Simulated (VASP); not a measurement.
OSZICAR of a VASP run on PdIn (CsCl type):

### OSZICAR
```
       N       E                     dE             d eps       ncg     rms          rms(c)
DAV:   1     0.166131271626E+03    0.16613E+03   -0.11414E+04  2558   0.197E+03
DAV:   2     0.449838869321E+01   -0.16163E+03   -0.15811E+03  2583   0.407E+02
DAV:   3    -0.299339557083E+01   -0.74918E+01   -0.74505E+01  3178   0.940E+01
DAV:   4    -0.312320150010E+01   -0.12981E+00   -0.12975E+00  3032   0.118E+01
DAV:   5    -0.312987322113E+01   -0.66717E-02   -0.66727E-02  3757   0.242E+00    0.622E+00
DAV:   6    -0.294770454985E+01    0.18217E+00   -0.48597E-01  2968   0.104E+01    0.285E+00
DAV:   7    -0.291215368755E+01    0.35551E-01   -0.77278E-02  3336   0.527E+00    0.137E+00
DAV:   8    -0.290439361316E+01    0.77601E-02   -0.22726E-02  2863   0.152E+00    0.397E-01
DAV:   9    -0.290351496470E+01    0.87865E-03   -0.19357E-03  3213   0.781E-01    0.588E-02
DAV:  10    -0.290351034880E+01    0.46159E-05   -0.44486E-05  3420   0.103E-01    0.267E-02
DAV:  11    -0.290351582570E+01   -0.54769E-05   -0.52650E-06  2934   0.243E-02    0.361E-03
DAV:  12    -0.290351595857E+01   -0.13287E-06   -0.33734E-07  3157   0.633E-03    0.144E-03
DAV:  13    -0.290351594811E+01    0.10458E-07   -0.33562E-08  1596   0.208E-03
   1 F= -.29035159E+01 E0= -.29035159E+01  d E =0.000000E+00
```

Which electronic solver shows in the log?

It is blocked Davidson (ALGO = Normal, or the opening steps of other solvers). The INCAR had ALGO = Normal.

Can the final energy be trusted as converged?

Self-consistency was reached. It stopped with EDIFF = 1E-7, NELM = 100 (optB86b-vdW, plane waves, VASP's PBE PAW potentials (set 64)).

The compound is PdIn in the CsCl type structure. It was relaxed first. The electron count is odd and the run is not spin-polarised, which forces a metal.
